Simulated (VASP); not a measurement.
Consider the following.

```
TiB2
1.0
    1.51301    -2.62061    -0.05241
    1.51301     2.62061     0.05241
    0.00000     0.06459     3.22955
Ti B
1 2
Direct
  0.00000   0.00000   0.00000
  0.33333   0.66667   0.50000
  0.66667   0.33333   0.50000
```

Calculation: r2SCAN meta-GGA, VASP's PBE PAW potentials (set 64) (plane waves; VASP). Run with 600 eV cut-off, 10×10×10 Γ-centred mesh, first-order Methfessel-Paxton smearing of 0.10 eV, potentials Ti_sv B.

**Question.** Predict the energy per atom (σ→0), band gap (on the k-mesh) with the smallest direct gap where there is one.

**Answer.** 
The band gap (on the k-mesh) comes out as none (metal, semimetal or under 0.01 eV) and the energy per atom (σ→0) is -10.312 eV/atom.

The absolute energy has meaning only against runs of the same code, potentials and settings.

The compound is TiB2 in the AlB2 type structure. This cell was strained or had an atom moved on purpose.
